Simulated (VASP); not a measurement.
Input of a VASP 6.6.1 run:

INCAR

```
SYSTEM = RbPd
PREC     = Accurate       ! precision mode
ENCUT    = 520            ! plane-wave cutoff, eV
EDIFF    = 1E-6           ! SCF threshold, eV
ISMEAR   = 1              ! smearing method
SIGMA    = 0.2            ! smearing width, eV
LREAL    = .False.        ! projectors in reciprocal space
LASPH    = .True.         ! aspherical terms in the spheres
NELM     = 100            ! most SCF steps
ALGO     = Normal         ! electronic algorithm
ISIF     = 2              ! what is computed and relaxed
LWAVE    = .False.        ! write WAVECAR
LCHARG   = .False.        ! write CHGCAR
IBRION   = 2              ! ionic algorithm
NSW      = 60             ! ionic steps
EDIFFG   = -0.01          ! ionic threshold
```

KPOINTS

```
Automatic mesh
0
Gamma
  7 7 7
  0 0 0
```

The input POSCAR:

```
RbPd
1.0
    0.0000000000      3.2364828700      3.2364828700
    3.2364828700      0.0000000000      3.2364828700
    3.2364828700      3.2364828700      0.0000000000
Rb Pd
1 1
Direct
    0.0000000000      0.0000000000      0.0000000000
    0.7500000000      0.7500000000      0.7500000000
```

Potentials or basis: VASP PAW LDA potentials, release 64 (Rb_sv, Pd).

Launch:

```sh
$ cat potpaw_LDA.64/Rb_sv/POTCAR potpaw_LDA.64/Pd/POTCAR > POTCAR
$ mpirun -np 1 vasp_std > vasp.out
```

**Question.** Estimate the band gap on the k mesh.

**Answer.** None (metal or under the smearing width).

Final structure:
```xyz
2
Lattice="0.0000 3.2365 3.2365 3.2365 0.0000 3.2365 3.2365 3.2365 0.0000" Properties=species:S:1:pos:R:3 pbc="T T T"
Rb    0.0000    0.0000    0.0000
Pd    4.8547    4.8547    4.8547
```

Caveat: the relaxation stopped at its first step, so nothing moved.
